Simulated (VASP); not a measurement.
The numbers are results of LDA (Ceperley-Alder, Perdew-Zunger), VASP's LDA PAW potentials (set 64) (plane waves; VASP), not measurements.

A VASP calculation is set up with these files.

### POSCAR
```
Hg
5.46670
  1.0000000000   0.0000000000   0.0000000000
 -0.5000000000   0.8660253901   0.0000000000
  0.0000000000   0.0000000000   0.5826586423
Hg
3
Cart
 -0.0264490000   0.5706691628   0.2813588665
  0.5077485000   0.2950314677   0.2898447069
  0.0187005000   0.0003247595   0.0114544862
```

KPOINTS:
```
K-points
0
G
  3 3 5
0 0 0
```

### INCAR
```
SYSTEM = Hg
PREC = Accurate
ENCUT = 300
EDIFF = 1E-6
NELM = 100
ALGO = Normal
LREAL = .FALSE.
LASPH = .TRUE.
ISMEAR = -1
SIGMA = 0.1
LMAXMIX = 6
LWAVE = .FALSE.
LCHARG = .FALSE.
ISIF = 2
```

POTCAR, in this order: Hg (LDA.64 set). Program: vasp_std.

Gaps are read on the run's mesh, which can miss a band edge. Unless said otherwise, spin-orbit coupling is left out, though it shifts the bands of the heavy elements here.

Problem. What does the run give for the energy per atom (σ→0), pressure, largest force, band gap (on the k-mesh)?

Solution. 
```yaml
energy per atom (σ→0): -0.820 eV/atom
band gap (on the k-mesh): none (metal, semimetal or under 0.01 eV)
pressure: -4.38 GPa
largest_force: 0.00507 Ha/bohr
```

**OSZICAR**
```
...
DAV:   5    -0.259294742271E+01   -0.63306E-04   -0.63305E-04  1168   0.167E-01    0.471E+00
DAV:   6    -0.249267398558E+01    0.10027E+00   -0.26207E-01  1054   0.507E+00    0.374E+00
DAV:   7    -0.248118487144E+01    0.11489E-01   -0.37586E-02  1120   0.146E+00    0.166E+00
DAV:   8    -0.247969452889E+01    0.14903E-02   -0.43685E-03  1060   0.788E-01    0.112E-01
DAV:   9    -0.247968326004E+01    0.11269E-04   -0.13842E-04  1168   0.118E-01    0.324E-02
DAV:  10    -0.247968583260E+01   -0.25726E-05   -0.11062E-05  1078   0.392E-02    0.305E-03
DAV:  11    -0.247968586644E+01   -0.33845E-07   -0.12823E-06   584   0.113E-02
   1 F= -.24796859E+01 E0= -.24586051E+01  d E =-.421615E-01
```

The structure comes from a computed database's Hg entry; how it stands against other phases isn't given here. The cell was not relaxed at this level, atoms are displaced from their ideal sites. The k-mesh is coarse (spacing up to 0.44 per Å, 2π included), so the numbers may not be converged in it. The run is one of a series of settings (KPOINTS 3×3×5 Γ-centred mesh against the base run), some of them coarse on purpose.
